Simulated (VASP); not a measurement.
## ZnH2O2 (space group P-3m1): computed properties

Calculation: LDA (Ceperley-Alder, Perdew-Zunger), VASP's LDA PAW potentials (set 64) (plane waves; VASP).

space group: P-3m1 (164)
cell: a = 3.142 Å, b = 3.142 Å, c = 4.364 Å, α = 90.00°, β = 90.00°, γ = 120.00°
volume per atom: 7.46 Å³/atom
band gap (over mesh and band path): 2.53 eV
smallest direct gap (over mesh and band path): 2.90 eV
band-edge character without spin-orbit coupling: indirect, M to Γ
band gap with spin-orbit coupling: 2.53 eV
density: 4.42 g/cm³
optical Γ-point spectrum: 257 (×2), 259 (×2), 340, 390 (×2), 463, 927 (×2), 3523, 3589 cm⁻¹

```cif
data_H2O2Zn
_chemical_formula_sum 'Zn1 H2 O2'
_space_group_name_H-M_alt 'P-3m1'
_space_group_IT_number 164
_space_group_name_Hall '-P 3 2"'
_cell_length_a 3.14186
_cell_length_b 3.14186
_cell_length_c 4.36433
_cell_angle_alpha 90.000
_cell_angle_beta 90.000
_cell_angle_gamma 120.000
loop_
_atom_site_label
_atom_site_type_symbol
_atom_site_symmetry_multiplicity
_atom_site_Wyckoff_symbol
_atom_site_fract_x
_atom_site_fract_y
_atom_site_fract_z
_atom_site_occupancy
Zn1 Zn 1 a 0.00000 0.00000 0.00000 1
H1 H 2 d 0.33333 0.66667 0.46063 1
O1 O 2 d 0.33333 0.66667 0.23500 1
```

The structure comes from a computed database's ZnH2O2 entry (P-3m1); how it stands against other phases isn't given here. It was relaxed first, which changed the volume by -9 %. Symmetry was kept, so distortions that lower it aren't found.
